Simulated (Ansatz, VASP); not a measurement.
**Y: VASP beside Ansatz**

One calculation is typed for both programs; each brings its own data sets. How far apart do they land? The cell is taken from a series of runs on this material, whose earlier steps may have relaxed, scaled, displaced or heated it; both programs get it as it stands.

Program: Ansatz 0.2.0. Level of theory: plane waves, with VASP 6.6.1 beside it; relaxation of cell and atoms at PBE. Results are calculated unless marked as measured.

### 1. The structure

Symmetry: P6_3/mmc, No. 194, hexagonal system. Conventional cell: a = 3.661 Å, b = 3.661 Å, c = 5.667 Å, α = 90.00°, β = 90.00°, γ = 120.00°. Nearest to Y lie 12 Y at 3.53 to 3.66 Å.

### 2. VASP: relaxation of cell and atoms, PBE

The relaxed volume is the usual yardstick between codes: in a stiff, nearly cubic crystal its relative difference is about their pressure difference at one cell divided by the bulk modulus.

Lines of VASP's logs that name or quote its potential files are left out, and so is its time.

INCAR reads:

```
SYSTEM = Y
PREC = Accurate
ENCUT = 500
EDIFF = 1E-07
NELM = 120
ISMEAR = 1
SIGMA = 0.2
LREAL = .FALSE.
ALGO = Normal
GGA = PE
NBANDS = 17
LASPH = .TRUE.
LORBIT = 11
LWAVE = .FALSE.
LCHARG = .FALSE.
ISIF = 3
IBRION = 2
NSW = 80
EDIFFG = -0.005
GGA_COMPAT = .FALSE.
NELMIN = 4
```

POSCAR reads:

```
Y
1.0
    3.6610380000      0.0000000000      0.0000000000
   -1.8305190000      3.1705520000      0.0000000000
    0.0000000000      0.0000000000      5.6668520000
Y
2
Direct
    0.3333332808      0.6666665615      0.2500000000
    0.6666667192      0.3333334385      0.7500000000
```

KPOINTS reads:

```
Automatic mesh
0
Gamma
9 9 6
0 0 0
```

The projector-augmented-wave data sets are Y_sv (PBE family, release 64).

Command:

```
$ mpirun -np 1 vasp_std
```

Numbers of over 12 decimals in the logs are rounded to 6 here.

The program printed:

```text
[banner, memory and clock lines left out]
running    1 mpi-ranks, on    1 nodes
 distrk:  each k-point on    1 cores,    1 groups
 distr:  one band on    1 cores,    1 groups

 POSCAR found type information on POSCAR Y
 POSCAR found :  1 types and       2 ions
 LDA part: xc-table for (Slater+PW92), standard interpolation
 POSCAR, INCAR and KPOINTS ok, starting setup
 FFT: planning ... GRIDC
 FFT: planning ... GRID_SOFT
 FFT: planning ... GRID
 WAVECAR not read
 entering main loop
       N       E                     dE             d eps       ncg     rms          rms(c)
DAV:   1     0.851725062373E+02    0.85173E+02   -0.11186E+04  1632   0.119E+03
DAV:   2    -0.599721709062E+01   -0.91170E+02   -0.89861E+02  2073   0.261E+02
DAV:   3    -0.131185781344E+02   -0.71214E+01   -0.70589E+01  2950   0.436E+01
DAV:   4    -0.132628068720E+02   -0.14423E+00   -0.14404E+00  1938   0.681E+00
DAV:   5    -0.132660497770E+02   -0.32429E-02   -0.32424E-02  2484   0.770E-01    0.329E+01
DAV:   6    -0.129353541152E+02    0.33070E+00   -0.43260E-01  1760   0.421E+00    0.204E+01
DAV:   7    -0.128804541462E+02    0.54900E-01   -0.85425E-01  2114   0.546E+00    0.182E+00
DAV:   8    -0.128695439350E+02    0.10910E-01   -0.16510E-01  2008   0.240E+00    0.121E+00
DAV:   9    -0.128685602699E+02    0.98367E-03   -0.38722E-03  2432   0.400E-01    0.377E-01
DAV:  10    -0.128686918654E+02   -0.13160E-03   -0.16322E-03  1788   0.377E-01    0.308E-01
DAV:  11    -0.128686400661E+02    0.51799E-04   -0.10609E-04  2254   0.911E-02    0.464E-02
DAV:  12    -0.128686346311E+02    0.54350E-05   -0.23009E-05  1875   0.430E-02    0.142E-02
DAV:  13    -0.128686363742E+02   -0.17431E-05   -0.34211E-06  1994   0.164E-02    0.356E-03
DAV:  14    -0.128686365345E+02   -0.16028E-06   -0.12061E-07  1736   0.282E-03    0.358E-04
DAV:  15    -0.128686365117E+02    0.22722E-07   -0.14568E-08  1155   0.843E-04
   1 F= -.12868637E+02 E0= -.12868708E+02  d E =-.128686E+02
[...]
2 F= -.12868769E+02 E0= -.12868813E+02  d E =-.132969E-03
[...]
3 F= -.12868775E+02 E0= -.12868824E+02  d E =-.138348E-03
 curvature:  -0.42 expect dE=-0.128E-05 dE for cont linesearch -0.589E-07
 ZBRENT: interpolating
 opt :   0.8202  next Energy=   -12.868775 (dE=-0.138E-03)
 bond charge predicted
       N       E                     dE             d eps       ncg     rms          rms(c)
DAV:   1    -0.128687760375E+02   -0.11087E-05   -0.23017E-05  2335   0.304E-02    0.729E-03
DAV:   2    -0.128687752797E+02    0.75775E-06   -0.26975E-06  2220   0.103E-02    0.347E-03
DAV:   3    -0.128687751982E+02    0.81513E-07   -0.21307E-06  2506   0.700E-03    0.213E-03
DAV:   4    -0.128687750706E+02    0.12764E-06   -0.15349E-07  1347   0.225E-03    0.109E-03
DAV:   5    -0.128687748818E+02    0.18879E-06   -0.85348E-08  1087   0.151E-03    0.299E-04
DAV:   6    -0.128687748920E+02   -0.10178E-07   -0.27101E-08   893   0.932E-04
   4 F= -.12868775E+02 E0= -.12868824E+02  d E =-.138380E-03
 curvature:  -0.41 expect dE=-0.111E-05 dE for cont linesearch -0.245E-07
 trial: gam=-0.00527 g(F)=  0.755E-41 g(S)=  0.270E-05 ort = 0.445E-05 (trialstep = 0.964E+00)
 search vector abs. value=  0.267E-05
 reached required accuracy - stopping structural energy minimisation
```

OUTCAR, selected parts (step 2):

```text
ion  position               nearest neighbor table
   1  0.333  0.667  0.250-   2 3.53   2 3.53   2 3.53   2 3.53   2 3.53   2 3.53
   2  0.667  0.333  0.750-   1 3.53   1 3.53   1 3.53   1 3.53   1 3.53   1 3.53

  LATTYP: Found a hexagonal cell.
 ALAT       =     3.6610380000
 C/A-ratio  =     1.5478812293

 Subroutine GETGRP returns: Found 24 space group operations
 (whereof 12 operations were pure point group operations)

The static configuration has the point symmetry D_3d.
 The point group associated with its full space group is D_6h.

 Found     48 irreducible k-points:

   k-points           NKPTS =     48   k-points in BZ     NKDIM =     48   number of bands    NBANDS=     17

   dimension x,y,z NGX =    28 NGY =   28 NGZ =   42
   dimension x,y,z NGXF=    56 NGYF=   56 NGZF=   84

   ENCUT  =  500.0 eV  36.75 Ry    6.06 a.u.   6.67  6.67 10.33*2*pi/ulx,y,z

   NELECT =      22.0000    total number of electrons

 k-points in reciprocal lattice and weights: Automatic mesh
   0.00000000  0.00000000  0.00000000       0.002
   0.11111111  0.00000000  0.00000000       0.012
   0.22222222  0.00000000  0.00000000       0.012
   0.33333333  0.00000000  0.00000000       0.012
   0.44444444  0.00000000  0.00000000       0.012
   0.11111111  0.11111111  0.00000000       0.012
   0.22222222  0.11111111  0.00000000       0.025
   0.33333333  0.11111111  0.00000000       0.025
   0.44444444  0.11111111  0.00000000       0.012
[...]
0.33333333  0.22222222  0.50000000       0.025
   0.33333333  0.33333333  0.50000000       0.004

 average (electrostatic) potential at core
       1 -37.7267       2 -37.7267

 E-fermi :   3.0175

 k-point     1 :       0.0000    0.0000    0.0000
  band No.  band energies     occupation
    ...
      6     -19.3850      2.00000
      7     -19.3850      2.00000
      8     -19.3427      2.00000
      9      -1.6785      2.00000
     10       1.1700      2.00000
     11       3.9901     -0.00000
     12       4.7427     -0.00000
     13       4.7427     -0.00000
     14       5.1537     -0.00000
     15       5.3741     -0.00000
    ...

 k-point     2 :       0.1111    0.0000    0.0000
  band No.  band energies     occupation
    ...
      6     -19.4293      2.00000
      7     -19.3901      2.00000
      8     -19.3538      2.00000
      9      -1.4199      2.00000
     10       1.4065      2.00000
     11       3.7168     -0.00001
     12       4.2164     -0.00000
     13       4.9836     -0.00000
     14       5.1031     -0.00000
     15       5.4394     -0.00000
    ...

 k-point     3 :       0.2222    0.0000    0.0000
  band No.  band energies     occupation
    ...
      6     -19.5310      2.00000
      7     -19.4047      2.00000
      8     -19.3869      2.00000
      9      -0.7054      2.00000
     10       1.9514      2.00000
     11       3.1252      0.21908
     12       3.5064     -0.00296
     13       4.6369     -0.00000
     14       4.9976     -0.00000
     15       5.0554     -0.00000
    ...

  Total       -0.0040783     -0.0040783      0.0088802      0.0000000      0.0000000      0.0000000
  in kB       -0.0997303     -0.0997303      0.2171544      0.0000000      0.0000000      0.0000000
  external PRESSURE =       0.0058979 kB  Pullay stress =       0.0000000 kB

  energy-cutoff  :      500.00
  volume of cell :       65.52
      direct lattice vectors                 reciprocal lattice vectors
     3.655573388  0.000000000 -0.000000000     0.273554897  0.157936989  0.000000000
    -1.827786694  3.165819507 -0.000000000     0.000000000  0.315873978  0.000000000
     0.000000000  0.000000000  5.661412196     0.000000000  0.000000000  0.176634374

 POSITION                                       TOTAL-FORCE (eV/Angst)
 -----------------------------------------------------------------------------------
      0.00000      2.11055      1.41535        -0.000000     -0.000000      0.000000
      1.82779      1.05527      4.24606         0.000000      0.000000      0.000000
 -----------------------------------------------------------------------------------
    total drift:                                0.000007     -0.000104     -0.000026

  FREE ENERGIE OF THE ION-ELECTRON SYSTEM (eV)
  ---------------------------------------------------
  free  energy   TOTEN  =       -12.8687748920 eV

  energy  without entropy=      -12.8689224234  energy(sigma->0) =      -12.86882407

 reached required accuracy - stopping structural energy minimisation

 total charge
# of ion       s       p       d       f       tot
--------------------------------------------------
    1        2.280   6.225   0.919   0.006   9.430
    2        2.280   6.225   0.919   0.006   9.430
--------------------------------------------------
tot          4.559  12.450   1.837   0.013  18.860

[... 3 further parts left out ...]
```

The run keeps the 24 symmetry operations of its start, so it cannot find a distortion of lower symmetry.

### 3. Ansatz: relaxation of cell and atoms, PBE

Ansatz runs on its PAW soft_1 files.

The same cell, functional, mesh and smearing now go to Ansatz, which takes its cutoff from its data sets.

input.yaml reads:

```yaml
crystal:
  lattice:
    - [3.6610381592, 0.0, 0.0]
    - [-1.8305190796, 3.1705520501, 0.0]
    - [0.0, 0.0, 5.6668521423]
  atoms:
    - { symbol: "Y", position: [0.3333333333, 0.6666666667, 0.25] }
    - { symbol: "Y", position: [0.6666666667, 0.3333333333, 0.75] }
kpoints:
  mp_grid: { grid: [9, 9, 6] }
hamiltonian:
  xc: pbe
  pseudopotentials: { kind: paw, azcp: { folder: soft_1 } }
scf:
  occupations: { method: methfessel_paxton, width: 0.2 }
output:
  forces: true
  stress: true
  eigenvalues: true
relax:
  adjacent_minimum: "off"
  f_tol: 0.001
  max_steps: 60
  cell: { stress_tol: 0.01 }
```

Command:

```
$ ansatz run input.yaml --threads 16 --pin off --max-ram 92160MiB --backend cuda --events-out ev --progress --plain --runs-dir out --max-vram 78GiB
```

The program printed:

```text
Engine: ansatz 0.2.0, aarch64-unknown-linux-gnu
Pseudopotentials: kind: paw
Pseudopotential: Y, paw, valence charge 11, recommended cutoff 420 eV (normal), soft_1/Y.paw.azcp
Functional definition: PBE
  parameter kappa = 0.804
  parameter beta = 0.066725
  exchange = pbe_x(kappa = kappa, mu = beta*pi^2/3)
  correlation = pbe_c(beta = beta)
[...]
Crystal: 2 atoms, lattice volume = 65.778 Å³
Basis set: ecut = 420 eV, 1267 PW (Γ), exchange–correlation on 50×50×80 points (8 copies of the dense FFT grid, shifted against one another)
Bands: 15, of which v1, the nominal top of the filled ones, is band 11 counted from 1 (10 counted from 0)
Symmetry: 24 space group operations
Space group: P63/mmc (ITA 194), of the structure as read, at distance tolerance 4.0e-5 Å
k-points: 48 of 486
Non-local potential: Y, projectors of the file, l = 0: 3, l = 1: 2, l = 2: 2, l = 3: 1
PAW form: soft (Blöchl's): semilocal exchange-correlation on the pseudo side does not see the compensation charge
PAW one-centre angular grid: Y, 590 points (default); XC on 64 Gauss nodes
Initial density: superposition of atomic densities (chi_scale 0.1, normalization cell)
Initial wavefunctions: pseudopotential atomic-orbital guess
[...]
Functional: x = pbe(κ = 0.804, μ = 0.219515), c = pbe(β = 0.066725)
SCF iter   1: F=—  HF=-7697.433070 eV  |F-HF|=—  |Δ(HF+E_count)|=         —  Δρ=1.38e-2  dr2=1.91e-1  ethr=3.10e-3  ⟨swp⟩=5.0  Hψ=3042  notcnv=0
preconditioner: auto → Kerker (q_TF=auto, 2.273 Å⁻¹)  [metal: Δε(μ)=0.030 eV  Ē_g=2.596 eV  σ=0.200 eV  W_gap=0.13  n_scr=22 (ndim 8)  ℏωp=11.2 eV  f_vac=0.000  D(μ)=3.69/eV (n_scr^D=34)]
SCF iter   2: F=—  HF=-7697.403210 eV  |F-HF|=—  |Δ(HF+E_count)|=   2.99e-2  S|Δr|=    0.00e0  Δρ=8.90e-3  dr2=7.96e-2  ethr=8.70e-4  ⟨swp⟩=1.0  Hψ=1104  notcnv=0
[...]
SCF iter   6: F=-7697.384873 eV  HF=-7697.384873 eV  |F-HF|=1.55e-8  |Δ(HF+E_count)|=   3.96e-7  S|Δr|=    0.00e0  Δρ=9.67e-6  dr2=5.11e-8  ethr=4.55e-10  ⟨swp⟩=5.7  Hψ=3969  notcnv=0
SCF 1 converged in 6 iterations: F = -7697.384873 eV  dr2 = 5.11e-8
  greatest PAW one-centre occupation: 0.993 electrons in one spin orbital (limit 2), on the Y atom at site 1 (counted from 0), in its partial waves of l = 0
relax step   1: F+E_penalty+E_count = -7697.38487292 eV  Δ(F+E_penalty+E_count) = +0.000e0 eV  max|allowed force component| = 7.401e-17 eV/Å  Δτ_max = 0.0000 Å  P = -0.050 GPa  Ω = 65.778 Å³  (6 SCF iters, dr2 threshold 1.00e-7 eV, accepted)
[...]
relax step   2: F+E_penalty+E_count = -7697.38489631 eV  Δ(F+E_penalty+E_count) = -2.340e-5 eV  max|allowed force component| = 3.932e-17 eV/Å  Δτ_max = 0.0000 Å  P = +0.003 GPa  Ω = 65.694 Å³  energy of the carried Pulay correction = +2.667e-6 eV  (3 SCF iters, dr2 threshold 1.25e-8 eV, accepted)
[...]
relax step   3: F+E_penalty+E_count = -7697.38489697 eV  Δ(F+E_penalty+E_count) = -6.554e-7 eV  max|allowed force component| = 9.021e-17 eV/Å  Δτ_max = 0.0000 Å  P = +0.001 GPa  Ω = 65.697 Å³  energy of the carried Pulay correction = +2.584e-6 eV  (3 SCF iters, dr2 threshold 5.02e-10 eV, accepted)
[...]
relax step   4: F+E_penalty+E_count = -7697.38489451 eV  Δ(F+E_penalty+E_count) = +2.455e-6 eV  max|allowed force component| = 7.401e-17 eV/Å  Δτ_max = 0.0000 Å  P = +0.001 GPa  Ω = 65.697 Å³  stress off target by 3.11e-3 GPa  SCF on the basis re-selected at this cell (its energy is not comparable with the rows above)  (4 SCF iters)
basis re-selected at this cell: Δ(F+E_penalty+E_count) = +2.455e-6 eV, ΔP = +0.000 GPa vs the last step (what re-selecting the basis moved, of the pressure what is left beyond the Pulay correction that the steps carried, after the strain that the cell walked since its last selection, with what the two solves' SCF thresholds leave and, on support functions, any second-order correction that the steps lacked; it is no m [...]
SCF converged after 4 iterations
Stability not checked: this state was not tested for a lower state beside it, because cold or Methfessel-Paxton smearing, or corrected tetrahedra, fill the levels in a way that the test cannot read (fill_not_monotonic; see scf.lower_state_search)
Free energy (F): -7697.384895 eV
Harris-Foulkes:  -7697.384895 eV  (|F-HF|=0.00e0)
Internal energy: -7697.385002 eV  (E = F + TS)
E sigma→0 (E₀):  -7697.384922 eV
Entropy (-TS):   0.000108 eV (0.054 meV/atom)
Fermi energy:    9.379587 eV
Step filling:    the computed levels leave a gap of 0.0042 eV = 0.0 smearing widths at the electron count; against every level under it full and every level over it empty, smearing changes F+E_penalty+E_count by +2.271 meV and its σ→0 estimate by +2.244 meV
--- Per-component energies (eV) ---
  E_band       = -242.903745
  E_kinetic    = 630.259188
  E_local      = -1205.043292  (includes V_loc(G=0)·N_el)
  E_nonlocal   = 53.832568
  E_hartree    = 382.182804
  E_xc         = -356.637365
  E_vxc        = -410.120217  (∫ρ·V_xc dr)
  E_paw        = -5631.302779  (= ΣΔE_a)
  E_vpaw       = -76.197651  (= ΣTr[D̂ρ^β])
  E_aug_tail   = 0.000046  (compensation charges beyond the density's cutoff)
  E_ewald      = -1570.676172
  E_smearing   = 0.000108  (= −TS)
  E_closure    = 0.000000  (closes the sum)
  Σ components = -7697.384895   (vs F -7697.384895, Δ=0.00e0)
--- Forces (eV/Å), atoms counted from 1 ---
  atom   1  Y      0.00000000     0.00000000     0.00000000
  atom   2  Y      0.00000000    -0.00000000    -0.00000000
  max |Σ_I F_I| component: 0.00e0 eV/Å
--- Stress (GPa, compression-positive) ---
        0.000211      -0.000000       0.000000
       -0.000000       0.000211       0.000000
        0.000000       0.000000       0.003114
  P = ⅓ Tr σ = 0.0012 GPa (0.012 kbar)
--- Band table (eV; the first three rows and the last of 48) ---
  k-point 0: bands = [... 7 lower, -12.9653, 4.7278, 7.5483, 10.3361, 11.1051, 11.1051, 11.5111, 11.7341]
  k-point 1: bands = [... 7 lower, -13.0087, 4.9116, 7.4186, 10.1784, 11.0015, 11.0015, 11.3305, 11.5730]
  k-point 2: bands = [... 7 lower, -13.0309, 5.4303, 6.9387, 10.0864, 10.8762, 10.9194, 10.9194, 11.2581]
  k-point 47: bands = [... 7 lower, -13.0667, 8.9860, 8.9860, 9.0055, 9.0055, 9.7808, 9.7808, 12.1454]
--- Relaxed structure (3 steps of the walk, 3 accepted, 1 SCFs on fresh bases) ---
  F+E_penalty+E_count = -7697.38489451 eV   max|allowed force component| = 7.401e-17 eV/Å   (the final SCF, on the basis selected at the relaxed cell)
  cell:  # Å, volume = 65.6969 Å³
    - [3.658288, 0, 0]
    - [-1.829144, 3.168171, 0]
    - [0.0, 0, 5.668370]
  atoms:
    - { symbol: Y, position: [0.333333, 0.666667, 0.250000] }
    - { symbol: Y, position: [0.666667, 0.333333, 0.750000] }
```

In the SCF lines HF is the Harris–Foulkes energy and dr2 the Hartree energy of the density residual, in eV; the loop may stop once dr2 is under the threshold and the program's other checks hold. Hψ counts applications of the Hamiltonian.

### 4. Differences

Known differences besides the potentials themselves: the cutoff is 420 eV in Ansatz and 500 eV in VASP; Ansatz adds a Pulay correction to the stress that steers its cell, VASP none. Total energies have different zeros and are not compared.

Both answers:

```csv
quantity,Ansatz,VASP,difference
volume (Å³),65.70,65.52,+0.27 %
"edge a after relaxation, in the typed setting (Å)",3.658,3.656,+0.07 %
"edge c after relaxation, in the typed setting (Å)",5.668,5.661,+0.12 %
```

### 5. Outcome

| Property | Result |
| --- | --- |
| difference in volume (relaxation of cell and atoms, PBE) | 0.27 % |

**Reading.** The difference in volume is 0.27 % (relaxation of cell and atoms, PBE), within the 1.2 % picked in this series as the mark of a large difference, as far as the stopping tolerances let one tell. Such differences can come from data sets, numerical settings and the points named under the comparisons, not from the functional's error against experiment.

[Lines on the potential files, build, host, timing and source positions are cut from VASP's logs without a mark.]

[Logs are printed without paths, hosts, clocks, repeated set-up lines and the standing remarks that a program may print on its own settings, such as how far it seeks lower states.]

[Hosts, paths, dates, database ids (printed as entryN), source tags and the programs' standing remarks are cut or masked in the printed files.]
